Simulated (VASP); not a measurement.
```xyz
5
Lattice="5.2350 0.0000 0.0000 0.0000 5.2350 0.0000 0.0000 0.0000 5.2350" Properties=species:S:1:pos:R:3 pbc="T T T"
Cs     0.0000     0.0000     0.0000
Sn     2.6175     2.6175     2.6175
I      2.6175     0.0000     2.6175
I      0.0000     2.6175     2.6175
I      2.6175     2.6175     0.0000
```

Method: PBE GGA, VASP's PBE PAW potentials (set 64) (plane waves; VASP). Numerical set-up: 500 eV cut-off, 6×6×6 Γ-centred mesh, first-order Methfessel-Paxton smearing of 0.10 eV, potentials Cs_sv Sn_d I.

Energy and stress use the plane-wave basis of the starting cell.

Task: The ions, cell shape and volume at an external pressure of 45.0 GPa are relaxed. Which structure does the run end with?

Result: 
```xyz
5
Lattice="5.0668 0.0000 0.0000 0.0000 5.0668 0.0000 0.0000 0.0000 5.0668" Properties=species:S:1:pos:R:3 pbc="T T T"
Cs     0.0000     0.0000     0.0000
Sn     2.5334     2.5334     2.5334
I      2.5334     0.0000     2.5334
I      0.0000     2.5334     2.5334
I      2.5334     2.5334     0.0000
```
Space group Pm-3m (221), at a tolerance of 0.03 Å.

Task: How do energy and volume change from the first to the last step?

Result: The energy (σ→0) changes by +618.1 meV/atom and the volume by -9.3 %, in 5 ionic steps.

```
step  E(σ→0) (eV)  max force (eV/Å)  pressure (GPa)  volume (Å³)
----  -----------  ----------------  --------------  -----------
1         -8.1519             0.000           30.09       143.46
2         13.0118             0.000          136.99        94.84
3         -5.5678             0.000           42.52       131.93
4         -5.1646             0.000           44.50       130.45
5         -5.0614             0.000           45.00       130.08
```

The compound is CsSnI3 in the cubic perovskite structure, the ideal cubic form; the compound distorts at low or room temperature. This run relaxes it under an external pressure of 45 GPa. Symmetry was kept, so distortions that lower it aren't found. VASP warned that the highest band is occupied, so more bands are needed.
